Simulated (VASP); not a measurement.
```xyz
8
Lattice="4.9063 0.0000 0.0000 0.0000 4.9063 0.0000 0.0000 0.0000 4.9063" Properties=species:S:1:pos:R:3 pbc="T T T"
Mo     1.2266     0.0000     2.4531
Mo     3.6797     0.0000     2.4531
Mo     0.0000     2.4531     1.2266
Mo     0.0000     2.4531     3.6797
Mo     2.4531     1.2266     0.0000
Mo     2.4531     3.6797     0.0000
Ge     0.0000     0.0000     0.0000
Ge     2.4531     2.4531     2.4531
```

Computed with PBEsol GGA, VASP's PBE PAW potentials (set 64) (plane waves; VASP). Settings: 400 eV cut-off, 7×7×7 Γ-centred mesh, tetrahedra with Blöchl corrections, potentials Mo_sv Ge_d.

The cores are frozen, which limits the accuracy of field gradients.

Q: Give the principal components of the electric field gradient (V/Å²) and the asymmetry η at each nucleus.

A: 
| atom | Vxx | Vyy | Vzz | η |
|---|---|---|---|---|
| Mo1 | -16.4 | -16.4 | 32.7 | 0.00 |
| Mo2 | -16.4 | -16.4 | 32.7 | 0.00 |
| Mo3 | -16.4 | -16.4 | 32.7 | 0.00 |
| Mo4 | -16.4 | -16.4 | 32.7 | 0.00 |
| Mo5 | -16.4 | -16.4 | 32.7 | 0.00 |
| Mo6 | -16.4 | -16.4 | 32.7 | 0.00 |
| Ge7 | 0.0 | 0.0 | 0.0 | - |
| Ge8 | 0.0 | 0.0 | 0.0 | - |

The structure was generated: GeMo3 was put into the A15 type (Pm-3n), which need not be its known phase. It was relaxed first, which changed the volume by -9 %.
